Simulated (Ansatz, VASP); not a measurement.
## Ti4BeP: VASP beside Ansatz

```xyz
6
Lattice="4.4182 0.0000 0.0000 0.0000 4.4182 0.0000 0.0000 0.0000 6.6755" Properties=species:S:1:pos:R:3 pbc="T T T"
Ti    2.2091    0.0000    0.0000
Ti    0.0000    2.2091    0.0000
Ti    0.0000    0.0000    2.3482
Ti    0.0000    0.0000    4.3273
Be    2.2091    2.2091    3.3378
P     0.0000    0.0000    0.0000
```

Alike in both runs: functional PBE; k mesh 6 × 6 × 4; occupations gaussian, width 0.1 eV; no spin polarisation.

Ansatz relaxed the structure, and its values are those at the end. VASP's run is a single point on that final structure, the one shown.

|  | VASP | Ansatz |
| --- | --- | --- |
| version | VASP 6.6.1 | Ansatz 0.2.0 |
| potentials or method | VASP PAW PBE potentials, release 64 (Ti_sv, Be, P) | scalar-relativistic, plane waves, PAW |
| plane-wave cutoff (eV) | 520 | 420 |
| valence electrons in the cell | 55 | 55 |

|  | VASP | Ansatz | Ansatz less VASP |
| --- | --- | --- | --- |
| gap on the k mesh at the Fermi level (eV) | none | none | - |
| pressure (GPa) | 0.3 | -0.1 | -0.30 |
| rms of the force components (eV/Å) | 0.164 | 0.003 | -0.1618 |

A gap of «none» marks a metal or a gap that the smearing closes. One of these differences is far larger than is usual between the two programs; its cause wasn't traced. The functional is the same, so the differences come from potentials, cutoffs and numerics.
